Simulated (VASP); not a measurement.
VASP ran on this input.

**INCAR**
```
ALGO = Normal
EDIFF = 1E-6
EDIFFG = -0.02
ENCUT = 500
IBRION = 2
ISIF = 3
ISMEAR = 1
ISPIN = 2
LASPH = .TRUE.
LCHARG = .FALSE.
LMAXMIX = 4
LORBIT = 10
LREAL = .FALSE.
LWAVE = .FALSE.
MAGMOM = 0.6
NELM = 100
NSW = 40
PREC = Accurate
PSTRESS = 200
SIGMA = 0.1
SYSTEM = Ni
```

File POSCAR:
```
Ni
1
    0.0000000000     1.6909635655     1.6909635655
    1.6909635655     0.0000000000     1.6909635655
    1.6909635655     1.6909635655     0.0000000000
Ni
1
Direct
  0.0000000000   0.0000000000   0.0000000000
```

File KPOINTS:
```
K-points
0
gamma
  18 18 18
0 0 0
```

POTCAR, in this order: Ni (LDA.64 set). Program: vasp_std.

Translate this LDA calculation to Ansatz.

One equivalent input (not run):
Ansatz 0.2 input:
```yaml
crystal:
  lattice:
    - [0.0000000, 1.6909636, 1.6909636]
    - [1.6909636, 0.0000000, 1.6909636]
    - [1.6909636, 1.6909636, 0.0000000]
  atoms:
    - { symbol: Ni, position: [0.0000000, 0.0000000, 0.0000000], spin: 0.6 }
kpoints:
  mp_grid: { grid: [18, 18, 18] }
hamiltonian:
  xc: lda
  pseudopotentials: { kind: paw }
magnetization: { spin_polarized: true }
scf:
  occupations: { method: methfessel_paxton, width: 0.1 }
  max_iter: 100
relax:
  max_steps: 40
  f_tol: 0.02
  cell: { p_target: 20 }
output: { forces: true, stress: true, eigenvalues: true }
```
Limits of the translation: each code has its own PAW files, so the cut-off isn't converted (ENCUT is set for VASP's; basis.ecutwfc is left out, and Ansatz then takes the one that its files recommend); Ansatz stops its SCF on the density residual and VASP on the energy change (EDIFF); Ansatz's lda is the Perdew-Wang form, while the LDA potentials of VASP carry Perdew-Zunger's.

The compound is Ni in the fcc structure. This run relaxes it under an external pressure of 20 GPa. Symmetry was kept, so distortions that lower it aren't found.
